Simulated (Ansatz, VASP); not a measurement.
## Two plane-wave programs on WAu

The input INCAR:

```
SYSTEM = WAu
PREC = Accurate
ENCUT = 520
EDIFF = 1E-7
ISMEAR = -1
SIGMA = 0.05
LREAL = .False.
LASPH = .True.
NELM = 80
ALGO = Normal
ISIF = 2
LWAVE = .False.
LCHARG = .False.
GGA = PE
NBANDS = 20
```

KPOINTS

```
regular mesh
0
Gamma
  8 8 8
  0 0 0
```

The input POSCAR:

```
WAu
1.0
    0.0000000000      2.9662678191      2.9662678191
    2.9662678191      0.0000000000      2.9662678191
    2.9662678191      2.9662678191      0.0000000000
W Au
1 1
Direct
    0.0000000000      0.0000000000      0.0000000000
    0.7500000000      0.7500000000      0.7500000000
```

Contents of input.yaml:

```yaml
crystal:
  lattice:
    - [0.0, 2.9662678191, 2.9662678191]
    - [2.9662678191, 0.0, 2.9662678191]
    - [2.9662678191, 2.9662678191, 0.0]
  atoms:
    - { symbol: W, position: [0.0, 0.0, 0.0] }
    - { symbol: Au, position: [0.75, 0.75, 0.75] }
hamiltonian:
  xc: pbe
  pseudopotentials: { kind: paw }
kpoints:
  mp_grid: { grid: [8, 8, 8] }
scf:
  occupations: { method: fermi_dirac, width: 0.05 }
output:
  forces: true
  stress: true
  eigenvalues: true
  write_density: true
  write_potential: true
  elf: true
  volumetric_format: npy
```

Change from the starting cell: volume scaled by 1.06.

Alike in both runs: task single point; functional PBE; k mesh 8 × 8 × 8; occupations fermi-dirac, width 0.05 eV; no spin polarisation.

|  | VASP | Ansatz |
| --- | --- | --- |
| version | VASP 6.6.1 | Ansatz 0.2.0 |
| potentials or method | VASP PAW PBE potentials, release 64 (W_sv, Au) | Ansatz PAW |
| plane-wave cutoff (eV) | 520 | 420 |
| valence electrons in the cell | 25 | 33 |

|  | VASP | Ansatz | Ansatz less VASP |
| --- | --- | --- | --- |
| gap on the k mesh at the Fermi level (eV) | none | none | - |
| pressure (GPa) | -6.3 | -6.3 | 0.00 |

A gap of «none» marks a metal or a gap that the smearing closes. The two sets of potentials don't hold the same shells in valence.

The runs have no spin-orbit coupling, so splittings on Au, W are missing.
